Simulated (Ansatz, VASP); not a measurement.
# BiAu: VASP beside Ansatz

```
Au Bi
1.0
     0.00000    2.96974    2.96974
     2.96974    0.00000    2.96974
     2.96974    2.96974    0.00000
Au Bi
1 1
Cartesian
  2.9697 2.9697 2.9697
  0.0000 0.0000 0.0000
```

Alike in both runs: task single point; functional r2SCAN; k mesh 10 × 10 × 10; occupations gaussian, width 0.05 eV; no spin polarisation.

```csv
,VASP,Ansatz
version,VASP 6.6.1,Ansatz 0.2.0
potentials or method,"VASP PAW PBE potentials, release 64 (Au, Bi_d)","scalar-relativistic, plane waves, PAW"
plane-wave cutoff (eV),520,500
valence electrons in the cell,26,34
```

|  | VASP | Ansatz | Ansatz less VASP |
| --- | --- | --- | --- |
| gap on the k mesh at the Fermi level (eV) | none | none | - |
| pressure (GPa) | -2.2 | -2.2 | 0.00 |

A gap of «none» marks a metal or a gap that the smearing closes. With one functional, cell and mesh, what is left measures potentials, basis and numerics. The two sets of potentials don't hold the same shells in valence.

Caveats: the PAW data sets were made with another functional, which shifts forces and pressure a little (VASP); spin-orbit coupling is left out, which moves the levels of the heavy elements.
